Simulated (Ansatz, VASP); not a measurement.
**RuPt2 in VASP and in Ansatz**

Contents of INCAR:

```
ALGO = Fast
EDIFF = 1E-6
EDIFFG = -0.04
ENCUT = 600
GGA = PE
IBRION = 2
ISIF = 3
ISMEAR = 0
LASPH = True
LCHARG = False
LREAL = False
LWAVE = False
NELM = 100
NSW = 90
PREC = Accurate
SIGMA = 0.1
```

KPOINTS

```
k-points
0
Gamma
  6 6 6
```

File POSCAR:

```
RuPt2
1.0
    3.9792612800      0.0000000000      0.0000000000
   -1.9896306400      3.4461413600      0.0000000000
    0.0000000000      0.0000000000      3.3728326100
Ru Pt
1 2
Direct
    0.0000000000      0.0000000000      0.0000000000
    0.3333333300      0.6666666700      0.0000000000
    0.6666666700      0.3333333300      0.0000000000
```

Input for Ansatz:

```yaml
crystal:
  lattice:
    - [3.97926128, 0.0, 0.0]
    - [-1.98963064, 3.44614136, 0.0]
    - [0.0, 0.0, 3.37283261]
  atoms:
    - { symbol: Ru, position: [0.0, 0.0, 0.0] }
    - { symbol: Pt, position: [0.33333333, 0.66666667, 0.0] }
    - { symbol: Pt, position: [0.66666667, 0.33333333, 0.0] }
basis:
  ecutwfc: 420
kpoints:
  mp_grid: { grid: [6, 6, 6] }
hamiltonian:
  xc: pbe
scf:
  occupations: { method: gaussian, width: 0.1 }
  lower_state_search: "off"
output:
  forces: true
  stress: true
  eigenvalues: true
relax:
  adjacent_minimum: "off"
  f_tol: 0.04
  max_steps: 70
  cell: { stress_tol: 0.4 }
```

Alike in both runs: task relaxation of cell and atoms; functional PBE; k mesh 6 × 6 × 6; occupations gaussian, width 0.1 eV; no spin polarisation.

|  | VASP | Ansatz |
| --- | --- | --- |
| version | VASP 6.6.1 | Ansatz 0.2.0 |
| potentials or method | VASP PAW PBE potentials, release 64 (Ru_pv, Pt) | scalar-relativistic, plane waves, PAW |
| plane-wave cutoff (eV) | 600 | 420 |
| valence electrons in the cell | 34 | 52 |

|  | VASP | Ansatz | Ansatz less VASP |
| --- | --- | --- | --- |
| gap on the k mesh at the Fermi level, each at its own relaxed structure (eV) | none | none | - |
| relaxed volume (Å³/atom) | 16.31 | 16.31 | -0.004 |
| relaxed cell length with the largest relative difference (Å) | 4.627 | 4.626 | -0.0010 |
| energy change over the relaxation (meV/atom) | -2493 | -2502 | -9.4 |

A gap of «none» marks a metal or a gap that the smearing closes. The two sets of potentials don't hold the same shells in valence.

Spin-orbit coupling is left out, which matters for the levels of Pt.
